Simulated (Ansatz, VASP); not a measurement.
# Cross-check of Si2MoAsN5 (MoSi2N4 under honeycomb AsN, AA) between VASP and Ansatz, part 2 of 2

One calculation is typed for both programs; each brings its own data sets. How far apart do they land? Of the first pair: The structure shown is the start of the Ansatz relaxation below; VASP solves that cell, so the two are compared at the walk's first step.

VASP 6.6.1 and Ansatz 0.2.0.

So far: The structure; Ansatz: relaxation, PBE with D4.

### Step 3. VASP: single point, PBE with D4, start cell, pair 1

Level of this step: PBE with D4, no spin polarisation; plane waves and PAW (N, Si, Mo_sv, As) (VASP).

The same cell, functional, mesh and smearing now go to VASP, with its own data sets.

Lines of VASP's logs that name or quote its potential files are left out, and so is its time.

File INCAR:

```
SYSTEM = Si2MoAsN5
PREC = Accurate
ENCUT = 520
EDIFF = 1E-06
NELM = 120
ISMEAR = -1
SIGMA = 0.05
LREAL = .FALSE.
ALGO = Normal
GGA = PE
IVDW = 13
NBANDS = 35
LASPH = .TRUE.
LORBIT = 11
LWAVE = .FALSE.
LCHARG = .FALSE.
ISIF = 2
LDIPOL = .TRUE.
IDIPOL = 3
DIPOL = 0.5 0.5 0.49
LVHAR = .TRUE.
GGA_COMPAT = .FALSE.
EFERMI = MIDGAP
NELMDL = -8
KPAR = 2
```

File POSCAR:

```
Si2MoAsN5
1.0
    2.9500000000      0.0000000000      0.0000000000
   -1.4750000000      2.5547750000      0.0000000000
    0.0000000000      0.0000000000     53.0317910000
N Si Mo As
5 2 1 1
Direct
    0.0000000000      0.0000000000      0.3959888890
    0.3333332681      0.6666665362      0.4378398610
    0.3333332681      0.6666665362      0.4835280408
    0.0000000000      0.0000000000      0.5253790316
    0.6666667319      0.3333334638      0.5857201956
    0.3333332681      0.6666665362      0.4048407869
    0.3333332681      0.6666665362      0.5165271148
    0.0000000000      0.0000000000      0.4606839509
    0.3333332681      0.6666665362      0.6040111110
```

File KPOINTS:

```
Automatic mesh
0
Gamma
12 12 1
0 0 0
```

PAW data sets: N, Si, Mo_sv and As (PBE family, release 64).

The run is started by

```
mpirun -np 2 vasp_std
```

Numbers of over 12 decimals in the logs are rounded to 6 here.

Log:

```text
[banner, memory and clock lines left out]
running    2 mpi-ranks, on    1 nodes
 distrk:  each k-point on    1 cores,    2 groups
 distr:  one band on    1 cores,    1 groups

 POSCAR found type information on POSCAR N SiMoAs
 POSCAR found :  4 types and       9 ions
 LDA part: xc-table for (Slater+PW92), standard interpolation
|                                                                             |
|           W    W    AA    RRRRR   N    N  II  N    N   GGGG   !!!           |
|           W    W   A  A   R    R  NN   N  II  NN   N  G    G  !!!           |
|           W    W  A    A  R    R  N N  N  II  N N  N  G       !!!           |
|           W WW W  AAAAAA  RRRRR   N  N N  II  N  N N  G  GGG   !            |
|           WW  WW  A    A  R   R   N   NN  II  N   NN  G    G                |
|           W    W  A    A  R    R  N    N  II  N    N   GGGG   !!!           |
|                                                                             |
|     One of the lattice vectors is very long (>50 A), but AMIN is rather     |
|     large. This can spoil convergence since charge sloshing might occur     |
|     along the long lattice vector. If problems with convergence are         |
|     observed, try to decrease AMIN to a smaller value (e.g. 0.01).          |
|     Note: This warning only applies if the self-consistency cycle is        |
|     used.                                                                   |
|                                                                             |

 POSCAR, INCAR and KPOINTS ok, starting setup
 FFT: planning ... GRIDC
 FFT: planning ... GRID_SOFT
 FFT: planning ... GRID
 WAVECAR not read
 entering main loop
       N       E                     dE             d eps       ncg     rms          rms(c)
DAV:   1     0.428769499834E+03    0.42877E+03   -0.23645E+04  1634   0.116E+03
DAV:   2    -0.229066453668E+02   -0.45168E+03   -0.43500E+03  1894   0.276E+02
DAV:   3    -0.826350763734E+02   -0.59728E+02   -0.59111E+02  1648   0.102E+02
DAV:   4    -0.847694582139E+02   -0.21344E+01   -0.21236E+01  1793   0.220E+01
DAV:   5    -0.848235237814E+02   -0.54066E-01   -0.53996E-01  1713   0.310E+00
DAV:   6    -0.848254626424E+02   -0.19389E-02   -0.19384E-02  1825   0.608E-01
DAV:   7    -0.848255269792E+02   -0.64337E-04   -0.64330E-04  1740   0.980E-02
DAV:   8    -0.848255294413E+02   -0.24621E-05   -0.24619E-05  1649   0.192E-02    0.395E+01
DAV:   9    -0.739584405321E+02    0.10867E+02   -0.54896E+01  1591   0.400E+01    0.106E+01
DAV:  10    -0.734614487017E+02    0.49699E+00   -0.86962E+00  1525   0.183E+01    0.995E+00
DAV:  11    -0.731960973302E+02    0.26535E+00   -0.91516E-01  1609   0.674E+00    0.243E+00
DAV:  12    -0.731741606083E+02    0.21937E-01   -0.26000E-01  1763   0.271E+00    0.756E-01
DAV:  13    -0.731699858707E+02    0.41747E-02   -0.46800E-02  1625   0.146E+00    0.411E-01
DAV:  14    -0.731693014867E+02    0.68438E-03   -0.11484E-02  1664   0.792E-01    0.247E-01
[...]
DAV:  23    -0.731684914659E+02   -0.25237E-04   -0.22802E-06  1411   0.657E-03    0.289E-03
DAV:  24    -0.731685279092E+02   -0.36443E-04   -0.43895E-06  1298   0.727E-03    0.180E-03
DAV:  25    -0.731685447886E+02   -0.16879E-04   -0.59604E-07  1187   0.397E-03    0.180E-03
DAV:  26    -0.731685615122E+02   -0.16724E-04   -0.41960E-07  1070   0.536E-03    0.821E-04
DAV:  27    -0.731685719989E+02   -0.10487E-04   -0.47823E-07  1128   0.235E-03    0.864E-04
DAV:  28    -0.731685748126E+02   -0.28137E-05   -0.62750E-08  1003   0.138E-03    0.473E-04
DAV:  29    -0.731685824270E+02   -0.76144E-05   -0.19944E-07   960   0.131E-03    0.448E-04
DAV:  30    -0.731685832455E+02   -0.81843E-06   -0.35579E-08  1016   0.115E-03
   1 F= -.75822904E+02 E0= -.75820959E+02  d E =-.389168E-02
```

Parts of OUTCAR (step 3):

```text
ion  position               nearest neighbor table
   1  0.000  0.000  0.396-   6 1.77   6 1.77   6 1.77
   2  0.333  0.667  0.438-   6 1.75   8 2.09   8 2.09   8 2.09
   3  0.333  0.667  0.484-   7 1.75   8 2.09   8 2.09   8 2.09
   4  0.000  0.000  0.525-   7 1.77   7 1.77   7 1.77
   5  0.667  0.333  0.586-   9 1.96   9 1.96   9 1.96
   6  0.333  0.667  0.405-   2 1.75   1 1.77   1 1.77   1 1.77
   7  0.333  0.667  0.517-   3 1.75   4 1.77   4 1.77   4 1.77
   8  0.000  0.000  0.461-   2 2.09   3 2.09   2 2.09   2 2.09   3 2.09   3 2.09
   9  0.333  0.667  0.604-   5 1.96   5 1.96   5 1.96

  LATTYP: Found a hexagonal cell.
 ALAT       =     2.9500000000
 C/A-ratio  =    17.9768783051

 Subroutine GETGRP returns: Found  6 space group operations
 (whereof  6 operations were pure point group operations)

The static configuration has the point symmetry C_3v.

 Found     19 irreducible k-points:

   k-points           NKPTS =     19   k-points in BZ     NKDIM =     19   number of bands    NBANDS=     35

   dimension x,y,z NGX =    24 NGY =   24 NGZ =  400
   dimension x,y,z NGXF=    48 NGYF=   48 NGZF=  800

   ENCUT  =  520.0 eV  38.22 Ry    6.18 a.u.   5.49  5.49 98.60*2*pi/ulx,y,z

   NELECT =      52.0000    total number of electrons

 k-points in reciprocal lattice and weights: Automatic mesh
   0.00000000  0.00000000  0.00000000       0.007
   0.08333333  0.00000000  0.00000000       0.042
   0.16666667  0.00000000  0.00000000       0.042
   0.25000000  0.00000000  0.00000000       0.042
   0.33333333  0.00000000  0.00000000       0.042
   0.41666667  0.00000000  0.00000000       0.042
   0.50000000  0.00000000  0.00000000       0.021
   0.08333333  0.08333333  0.00000000       0.042
   0.16666667  0.08333333  0.00000000       0.083
[...]
0.33333333  0.25000000  0.00000000       0.083
   0.33333333  0.33333333  0.00000000       0.014

 dipolmoment           0.000000      0.000000     -0.047730 electrons x Angstroem

 average (electrostatic) potential at core
       1 -70.3338       2 -69.9712       3 -69.9429       4 -70.1708       5 -71.4540
       6 -91.7380       7 -91.6066       8 -83.4302       9 -57.9266

 E-fermi :  -1.2484

 k-point     1 :       0.0000    0.0000    0.0000
  band No.  band energies     occupation
    ...
     22      -4.0126      2.00000
     23      -4.0126      2.00000
     24      -3.8238      2.00000
     25      -3.2643      2.00000
     26      -1.2686      1.19931
     27      -0.4212      0.00000
     28       1.5499      0.00000
     29       1.5499      0.00000
     30       1.5965      0.00000
     31       1.5965      0.00000
    ...

 k-point     2 :       0.0833    0.0000    0.0000
  band No.  band energies     occupation
    ...
     22      -4.1744      2.00000
     23      -4.1436      2.00000
     24      -3.6243      2.00000
     25      -3.2046      2.00000
     26      -1.3589      1.80226
     27       0.0916      0.00000
     28       1.3442      0.00000
     29       1.4834      0.00000
     30       1.5208      0.00000
     31       1.7895      0.00000
    ...

 k-point     3 :       0.1667    0.0000    0.0000
  band No.  band energies     occupation
    ...
     22      -4.4662      2.00000
     23      -4.3408      2.00000
     24      -3.5309      2.00000
     25      -3.1790      2.00000
     26      -1.7581      1.99993
     27       0.6672      0.00000
     28       1.2950      0.00000
     29       1.4440      0.00000
     30       1.5108      0.00000
     31       2.0299      0.00000
    ...

  DFT-D4 for vdW energy calculation

  Edisp (eV):   -2.65432

  Total      -6.33794    -6.33794     1.98139     0.00000    -0.00000    -0.00000
  in kB     -25.40668   -25.40668     7.94272     0.00000    -0.00000    -0.00000
  external pressure =      -14.29 kB  Pullay stress =        0.00 kB

  energy-cutoff  :      520.00
  volume of cell :      399.68
      direct lattice vectors                 reciprocal lattice vectors
     2.950000000  0.000000000  0.000000000     0.338983051  0.195711951  0.000000000
    -1.475000000  2.554775000  0.000000000     0.000000000  0.391423902  0.000000000
     0.000000000  0.000000000 53.031791000     0.000000000  0.000000000  0.018856614

 POSITION                                       TOTAL-FORCE (eV/Angst)
 -----------------------------------------------------------------------------------
      0.00000      0.00000     21.00000         0.000000     -0.000000     -0.464187
      0.00000      1.70318     23.21943        -0.000000     -0.000000     -0.400952
      0.00000      1.70318     25.64236        -0.000000      0.000000      0.300023
      0.00000      0.00000     27.86179         0.000000     -0.000000      0.339834
      1.47500      0.85159     31.06179        -0.000000     -0.000000      0.144620
      0.00000      1.70318     21.46943         0.000000     -0.000000      0.283794
      0.00000      1.70318     27.39236         0.000000      0.000000     -0.007684
      0.00000      0.00000     24.43090        -0.000000     -0.000000      0.013749
      0.00000      1.70318     32.03179         0.000000      0.000000     -0.209197
 -----------------------------------------------------------------------------------
    total drift:                               -0.000000      0.000215      0.000206

  FREE ENERGIE OF THE ION-ELECTRON SYSTEM (eV)
  ---------------------------------------------------
  free  energy   TOTEN  =       -75.8229044601 eV

  energy  without entropy=      -75.8190127761  energy(sigma->0) =      -75.82095862

 vacuum level on the upper side and lower side of the slab         2.552         3.698

 total charge
# of ion       s       p       d       tot
------------------------------------------
    1        1.219   2.665   0.000   3.884
    2        1.245   2.563   0.000   3.808
    3        1.246   2.562   0.000   3.808
    4        1.220   2.664   0.000   3.884
    5        1.302   2.334   0.000   3.636
    6        0.675   0.947   0.000   1.622
    7        0.675   0.947   0.000   1.622
    8        2.313   6.282   3.903  12.497
    9        1.267   1.344   0.126   2.737
--------------------------------------------------
tot         11.161  22.309   4.028  37.498

[... 3 further parts left out ...]
```

This run has no spin polarisation, so a moment on Mo, if there is one, isn't seen. The gap is under twice the smearing width, so the edge states are partly filled and the run can't tell a small gap from a semimetal.

### Step 4. Comparison

Known differences besides the potentials themselves: Ansatz cuts the interaction across the vacuum, VASP repeats the sheet with a dipole correction; the data sets hold 62 valence electrons in Ansatz (on its default PAW (the set named soft_2) files) and 52 in VASP; the cutoff is 420 eV in Ansatz and 520 eV in VASP. Total energies have different zeros and are not compared.

Forces (eV/Å; atoms numbered as in POSCAR):

```csv
atom,"Ansatz x, y, z","VASP x, y, z"
N1,"0.000, 0.000, -0.491","0.000, 0.000, -0.464"
N2,"0.000, 0.000, -0.396","0.000, 0.000, -0.401"
N3,"0.000, 0.000, 0.297","0.000, 0.000, 0.300"
N4,"0.000, 0.000, 0.370","0.000, 0.000, 0.340"
N5,"0.000, 0.000, 0.246","0.000, 0.000, 0.145"
Si6,"0.000, 0.000, 0.290","0.000, 0.000, 0.284"
Si7,"0.000, 0.000, -0.014","0.000, 0.000, -0.008"
Mo8,"0.000, 0.000, 0.015","0.000, 0.000, 0.014"
As9,"0.000, 0.000, -0.317","0.000, 0.000, -0.209"
```

The forces differ by 30 meV/Å r.m.s., which is 18.1 % of the r.m.s. force of 0.164 eV/Å (both taken over all components). With vacuum in the cell, a pressure given here is an average over mostly empty space and none of the material.

### Step 5. Further runs

Further runs change the set-up of one program: Ansatz's method, potentials or start, or VASP's data sets, cutoff or form of LDA. The table gives that difference for each run.

```csv
run,r.m.s. force difference (meV/Å)
as above,30
"VASP with the data sets N, Si, Mo_sv and As_d",8.3
```

### Step 6. Ansatz: relaxation, PBE with D4

This run makes the geometry at which the two programs are then compared.

The structure compared here is the end of the Ansatz relaxation.

File input.yaml:

```yaml
crystal:
  lattice:
    - [2.95, 0.0, 0.0]
    - [-1.475, 2.5547749412, 0.0]
    - [0.0, 0.0, 53.031790616]
  atoms:
    - { symbol: "N", position: [0.0, 0.0, 0.3959888919] }
    - { symbol: Si, position: [0.3333333333, 0.6666666667, 0.4048407952] }
    - { symbol: "N", position: [0.3333333333, 0.6666666667, 0.4378398695] }
    - { symbol: Mo, position: [0.0, 0.0, 0.46068396] }
    - { symbol: "N", position: [0.3333333333, 0.6666666667, 0.4835280506] }
    - { symbol: Si, position: [0.3333333333, 0.6666666667, 0.5165271249] }
    - { symbol: "N", position: [0.0, 0.0, 0.5253790282] }
    - { symbol: "N", position: [0.6666666667, 0.3333333333, 0.5857201927] }
    - { symbol: As, position: [0.3333333333, 0.6666666667, 0.6040111081] }
  periodic: [true, true, false]
kpoints:
  mp_grid: { grid: [12, 12, 1] }
hamiltonian:
  xc: pbe
  dispersion: d4
scf:
  occupations: { method: fermi_dirac, width: 0.05 }
  convergence: { dr2_threshold: 1.0e-09 }
relax:
  f_tol: 0.004
  max_steps: 90
  cell: {}
output:
  write_potential: true
  write_density: true
  volumetric_format: npy
```

The run is started by

```
ansatz run input.yaml --threads 4 --pin off --max-ram 6144MiB --backend cpu --events-out ev --progress --plain --runs-dir out
```

Log:

```text
[...]
Crystal: 9 atoms, lattice volume = 399.679 Å³
Basis set: ecut = 420 eV, 7677 PW (Γ), exchange–correlation on 40×40×720 points (8 copies of the dense FFT grid, shifted against one another)
Bands: 40, of which v1, the nominal top of the filled ones, is band 31 counted from 1 (30 counted from 0)
Symmetry: 6 space group operations
[...]
- { symbol: N, position: [0.333333, 0.666667, 0.438167] }
    - { symbol: Mo, position: [-7.843725902761682e-18, -3.21352003182493e-17, 0.461674] }
    - { symbol: N, position: [0.333333, 0.666667, 0.485170] }
    - { symbol: Si, position: [0.333333, 0.666667, 0.518209] }
    - { symbol: N, position: [-7.257168345874696e-18, -3.096208520447534e-17, 0.527896] }
    - { symbol: N, position: [0.666667, 0.333333, 0.582343] }
    - { symbol: As, position: [0.333333, 0.666667, 0.600554] }
[key lines of the parts left out:]
SCF converged after 6 iterations
Free energy (F): -13011.378233 eV
Fermi energy:    -4.607701 eV
P = ½ c Tr σ = -0.0118 N/m
```

### Step 7. VASP: single point, PBE with D4, relaxed cell, pair 2

The same cell, functional, mesh and smearing now go to VASP, with its own data sets.

INCAR is that of step 3.

File POSCAR:

```
Si2MoAsN5
1.0
    2.8957200799      0.0000000000      0.0000000000
   -1.4478600399      2.5077671514      0.0000000000
    0.0000000000      0.0000000000     53.0317906160
N Si Mo As
5 2 1 1
Direct
    0.0000000000      0.0000000000      0.3953486741
    0.3333333333      0.6666666667      0.4381673438
    0.3333333333      0.6666666667      0.4851703346
    0.0000000000      0.0000000000      0.5278958458
    0.6666666667      0.3333333333      0.5823427532
    0.3333333333      0.6666666667      0.4051577495
    0.3333333333      0.6666666667      0.5182088483
    0.0000000000      0.0000000000      0.4616736758
    0.3333333333      0.6666666667      0.6005537959
```

KPOINTS is that of step 3.

The run is started by

```
mpirun -np 2 vasp_std
```

Log:

```text
[banner, memory and clock lines left out]
running    2 mpi-ranks, on    1 nodes
[...]
LDA part: xc-table for (Slater+PW92), standard interpolation
 [... a notice as in an earlier step ...]

 POSCAR, INCAR and KPOINTS ok, starting setup
[...]
entering main loop
       N       E                     dE             d eps       ncg     rms          rms(c)
DAV:   1     0.435765172032E+03    0.43577E+03   -0.24008E+04  1634   0.117E+03
DAV:   2    -0.250639232231E+02   -0.46083E+03   -0.44295E+03  1912   0.282E+02
DAV:   3    -0.827988855983E+02   -0.57735E+02   -0.57161E+02  1697   0.101E+02
DAV:   4    -0.846627094670E+02   -0.18638E+01   -0.18559E+01  1780   0.208E+01
[...]
DAV:  28    -0.732189762681E+02   -0.22282E-05   -0.48139E-08   946   0.569E-04    0.124E-04
DAV:  29    -0.732189773972E+02   -0.11291E-05   -0.31817E-08   974   0.385E-04    0.826E-05
DAV:  30    -0.732189780116E+02   -0.61441E-06   -0.12794E-08   884   0.277E-04
   1 F= -.75989336E+02 E0= -.75988304E+02  d E =-.206419E-02
```

OUTCAR, selected parts (step 7):

```text
  Edisp (eV):   -2.77036

  Total      -0.10361    -0.10361    -0.15866    -0.00000     0.00000     0.00000
  in kB      -0.43107    -0.43107    -0.66006    -0.00000     0.00000     0.00000
  external pressure =       -0.51 kB  Pullay stress =        0.00 kB

 POSITION                                       TOTAL-FORCE (eV/Angst)
 -----------------------------------------------------------------------------------
      0.00000      0.00000     20.96605        -0.000000      0.000000      0.038792
     -0.00000      1.67184     23.23680         0.000000      0.000000     -0.006652
     -0.00000      1.67184     25.72945         0.000000     -0.000000      0.004117
      0.00000      0.00000     27.99526        -0.000000      0.000000     -0.038857
      1.44786      0.83592     30.88268        -0.000000      0.000000     -0.121554
     -0.00000      1.67184     21.48624        -0.000000      0.000000     -0.013049
     -0.00000      1.67184     27.48154        -0.000000      0.000000      0.008688
      0.00000      0.00000     24.48338         0.000000     -0.000000     -0.001239
     -0.00000      1.67184     31.84844        -0.000000      0.000000      0.129755
 -----------------------------------------------------------------------------------
    total drift:                                0.000000     -0.000000     -0.000212

  FREE ENERGIE OF THE ION-ELECTRON SYSTEM (eV)
  ---------------------------------------------------
  free  energy   TOTEN  =       -75.9893363208 eV

  energy  without entropy=      -75.9872721297  energy(sigma->0) =      -75.98830423

[... 1 part as in an earlier step ...]

[... 2 further parts left out ...]
[key lines of the parts left out:]
E-fermi :  -1.3615
```

### Step 8. Side by side

What differs besides the data sets and the points named for the pairs above, as far as they apply: the data sets hold 62 valence electrons in Ansatz (on its default PAW (the set named soft_2) files) and 52 in VASP. Total energies have different zeros and are not compared.

Compared:

```csv
quantity,Ansatz,VASP,difference
gap on the k mesh (eV),0.186,0.183,+0.003
```

Forces (eV/Å; atoms numbered as in POSCAR):

```csv
atom,"Ansatz x, y, z","VASP x, y, z"
N1,"0.000, 0.000, 0.002","0.000, 0.000, 0.039"
N2,"0.000, 0.000, -0.001","0.000, 0.000, -0.007"
N3,"0.000, 0.000, 0.001","0.000, 0.000, 0.004"
N4,"0.000, 0.000, 0.000","0.000, 0.000, -0.039"
N5,"0.000, 0.000, 0.001","0.000, 0.000, -0.122"
Si6,"0.000, 0.000, -0.002","0.000, 0.000, -0.013"
Si7,"0.000, 0.000, -0.001","0.000, 0.000, 0.009"
Mo8,"0.000, 0.000, 0.001","0.000, 0.000, -0.001"
As9,"0.000, 0.000, -0.001","0.000, 0.000, 0.130"
```

The forces differ by 36 meV/Å r.m.s., where the r.m.s. force is 0.001 eV/Å in Ansatz and 0.036 eV/Å in VASP: the atoms lie near their places of rest in Ansatz, so a percentage would say little (all taken over all components). A gap on the mesh is an upper bound, since the band edges may lie between its points. With vacuum in the cell, a pressure given here is an average over mostly empty space and none of the material.

### Step 9. Summary of results

```
r.m.s. force difference (single point, PBE with D4, start cell, pair 1)   : 30 meV/Å
r.m.s. force difference (single point, PBE with D4, relaxed cell, pair 2) : 36 meV/Å
```

**Reading.** The r.m.s. force difference is 36 meV/Å (single point, PBE with D4, relaxed cell, pair 2), beyond the 12 meV/Å picked in this series as the mark of a large difference. The data sets hold unlike numbers of valence electrons (62 in Ansatz and 52 in VASP), so part of the differences comes from the potentials. Single point, PBE with D4, start cell, pair 1, VASP with the data sets N, Si, Mo_sv and As_d: r.m.s. force difference goes from 30 to 8.3 meV/Å. What causes the difference of the single point, PBE with D4, relaxed cell, pair 2 pair stays open here. How closely two codes agree says nothing of how well the functional describes the real material.

[Lines on the potential files, build, host, timing and source positions are cut from VASP's logs without a mark.]

[Logs are printed without paths, hosts, clocks, repeated set-up lines and the standing remarks that a program may print on its own settings, such as how far it seeks lower states.]

[Hosts, paths, dates, database ids (printed as entryN), source tags and the programs' standing remarks are cut or masked in the printed files.]
